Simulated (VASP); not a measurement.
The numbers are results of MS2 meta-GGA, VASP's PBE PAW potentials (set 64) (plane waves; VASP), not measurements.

The input files of a VASP run:

INCAR:
```
SYSTEM = BaZrO3
PREC = Accurate
ENCUT = 520
EDIFF = 1E-7
NELM = 100
ALGO = Normal
LREAL = .FALSE.
LASPH = .TRUE.
ISMEAR = 0
SIGMA = 0.05
METAGGA = MS2
LMIXTAU = .TRUE.
LMAXMIX = 4
LWAVE = .FALSE.
LCHARG = .FALSE.
ISIF = 2
```

File KPOINTS:
```
K-points
0
gamma
 5 5 5
0 0 0
```

### POSCAR
```
BaZrO3
1
    4.1201795649     0.0000000000     0.0000000000
    0.0000000000     4.1201795649     0.0000000000
    0.0000000000     0.0000000000     4.1201795649
Ba Zr O
1 1 3
Direct
  0.0000000000   0.0000000000   0.0000000000
  0.5000000000   0.5000000000   0.5000000000
  0.5000000000   0.0000000000   0.5000000000
  0.0000000000   0.5000000000   0.5000000000
  0.5000000000   0.5000000000   0.0000000000
```

POTCAR, in this order: Ba_sv Zr_sv O (PBE.64 set). Program: vasp_std.

The run wrote:

### OSZICAR
```
       N       E                     dE             d eps       ncg     rms          rms(c)
DAV:   1     0.271770139118E+03    0.27177E+03   -0.21567E+04   480   0.158E+03
DAV:   2    -0.695080692058E+02   -0.34128E+03   -0.33700E+03   600   0.386E+02
DAV:   3    -0.100683256184E+03   -0.31175E+02   -0.31042E+02   896   0.924E+01
DAV:   4    -0.101926255689E+03   -0.12430E+01   -0.12361E+01   624   0.179E+01
DAV:   5    -0.101954303063E+03   -0.28047E-01   -0.28010E-01   584   0.231E+00    0.563E+01
DAV:   6    -0.430532378643E+02    0.58901E+02   -0.22040E+02   696   0.637E+01    0.243E+01
DAV:   7    -0.476030791622E+02   -0.45498E+01   -0.82689E+01   600   0.460E+01    0.160E+01
DAV:   8    -0.492868954397E+02   -0.16838E+01   -0.17739E+01   640   0.305E+01    0.138E+01
DAV:   9    -0.476930518443E+02    0.15938E+01   -0.16895E+01   768   0.166E+01    0.112E+01
DAV:  10    -0.421646577624E+02    0.55284E+01   -0.27725E+01   616   0.288E+01    0.338E+00
DAV:  11    -0.427776538723E+02   -0.61300E+00   -0.85314E-01   576   0.753E+00    0.260E+00
DAV:  12    -0.421964050273E+02    0.58125E+00   -0.92654E-01   552   0.771E+00    0.263E+00
DAV:  13    -0.427369191961E+02   -0.54051E+00   -0.28261E-01   496   0.494E+00    0.107E+00
DAV:  14    -0.428303085384E+02   -0.93389E-01   -0.86814E-01   752   0.360E+00    0.144E+00
DAV:  15    -0.428061895860E+02    0.24119E-01   -0.12795E-01   760   0.177E+00    0.939E-01
DAV:  16    -0.428077673068E+02   -0.15777E-02   -0.13078E-02   568   0.103E+00    0.798E-01
DAV:  17    -0.428032620337E+02    0.45053E-02   -0.11045E-02   720   0.497E-01    0.223E-01
DAV:  18    -0.428031568409E+02    0.10519E-03   -0.10518E-03   728   0.266E-01    0.168E-01
DAV:  19    -0.428031553817E+02    0.14592E-05   -0.12964E-04   600   0.102E-01    0.545E-02
DAV:  20    -0.428031873488E+02   -0.31967E-04   -0.93770E-05   776   0.809E-02    0.267E-02
DAV:  21    -0.428031862760E+02    0.10728E-05   -0.72876E-05   664   0.335E-02    0.155E-02
DAV:  22    -0.428031894991E+02   -0.32231E-05   -0.10296E-05   824   0.221E-02    0.992E-03
DAV:  23    -0.428031903340E+02   -0.83488E-06   -0.40397E-06   656   0.171E-02    0.463E-03
DAV:  24    -0.428031920514E+02   -0.17174E-05   -0.39272E-06   720   0.931E-03    0.412E-03
DAV:  25    -0.428031920084E+02    0.42996E-07   -0.90593E-08   408   0.229E-03
   1 F= -.42803192E+02 E0= -.42803192E+02  d E =-.278569E-15
```

**OUTCAR**
```
------------------------ aborting loop because EDIFF is reached ----------------------------------------
  FORCE on cell =-STRESS in cart. coord.  units (eV):
  Direction    XX          YY          ZZ          XY          YZ          ZX
  --------------------------------------------------------------------------------------
  Total        4.9966274      4.9966274      4.9966274      0.0000000     -0.0000000      0.0000000
  in kB      114.4561456    114.4561456    114.4561456      0.0000000     -0.0000000      0.0000000
  external PRESSURE =     114.4561456 kB  Pullay stress =       0.0000000 kB
  volume of cell :       69.94
      direct lattice vectors                 reciprocal lattice vectors
     4.120179565  0.000000000  0.000000000     0.242707868  0.000000000  0.000000000
     0.000000000  4.120179565  0.000000000     0.000000000  0.242707868  0.000000000
     0.000000000  0.000000000  4.120179565     0.000000000  0.000000000  0.242707868
 POSITION                                       TOTAL-FORCE (eV/Angst)
 -----------------------------------------------------------------------------------
      0.00000      0.00000      0.00000         0.000000      0.000000      0.000000
      2.06009      2.06009      2.06009         0.000000      0.000000      0.000000
      2.06009      0.00000      2.06009         0.000000      0.000000      0.000000
      0.00000      2.06009      2.06009         0.000000      0.000000      0.000000
      2.06009      2.06009      0.00000         0.000000      0.000000      0.000000
 -----------------------------------------------------------------------------------
    total drift:                                0.000000     -0.000000     -0.000000
  FREE ENERGIE OF THE ION-ELECTRON SYSTEM (eV)
  ---------------------------------------------------
  free  energy   TOTEN  =       -42.8031920084 eV

  energy  without entropy=      -42.8031920084  energy(sigma->0) =      -42.80319201
```
(Selected blocks of OUTCAR.)

The compound is BaZrO3 in the cubic perovskite structure. This cell is one point of a volume scan, at 0.94 of the reference volume.
